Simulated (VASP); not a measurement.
VASP runs on HgO (space group F-43m) share one base input (PBE GGA, plane waves, VASP's PBE PAW potentials (set 64)) and change the settings named in each case.

### POSCAR
```
HgO
1
    0.0000000000     2.4807360000     2.4807360000
    2.4807360000     0.0000000000     2.4807360000
    2.4807360000     2.4807360000     0.0000000000
O Hg
1 1
Direct
  0.2500000000   0.2500000000   0.2500000000
  0.0000000000   0.0000000000   0.0000000000
```

**KPOINTS**
```
Automatic mesh
0
Gamma
8 8 8
0 0 0
```

### INCAR
```
SYSTEM = HgO
PREC = Accurate; ENCUT = 400; LREAL = .FALSE.
LASPH = .TRUE.
EDIFF = 1E-6; NELM = 100; ALGO = Normal
LMAXMIX = 6
ISMEAR = -1; SIGMA = 0.136
GGA = PE
ISIF = 2
LWAVE = .FALSE.; LCHARG = .FALSE.
```

POTCAR, in this order: O Hg (PBE.64 set). Program: vasp_std.

```tsv
change	E(σ→0) (eV/atom)	pressure (GPa)	gap on the mesh (eV)	−TS (eV)
base run	-2.5017	23.66	0.00	-0.0195
GGA = PS	-2.9427	___	0.00	___
GGA_COMPAT = .FALSE., LNONCOLLINEAR = .TRUE., LSORBIT = .TRUE., MAGMOM = 0.0 0.0 0.0 0.0 0.0 0.0, program vasp_ncl	-2.6402	22.86	0.23	-0.0195
KPOINTS 6×6×6 Γ-centred mesh	-2.5003	23.70	0.00	-0.0237
```

Question: Fill in the missing entries.

Answer: 
- GGA = PS, pressure (GPa): 17.08
- GGA = PS, −TS (eV): -0.0204

Energies of different potentials or functionals have different zeros.  Unless said otherwise, spin-orbit coupling is left out, though it shifts the bands of the heavy elements here. At 400 eV the pressure can carry a Pulay error.

Left out are runs that ran out of time, are held back, or changed the cell or the kind of run, fixed moments of cells without a moment, rows past the twelfth, gaps on odd meshes, pressures of charged cells and columns that move by less than the noise.

The structure was generated: HgO was put into an ordered model structure, which need not be its known phase. The cell was not relaxed at this level, its lattice was scaled by up to 2.5 %.
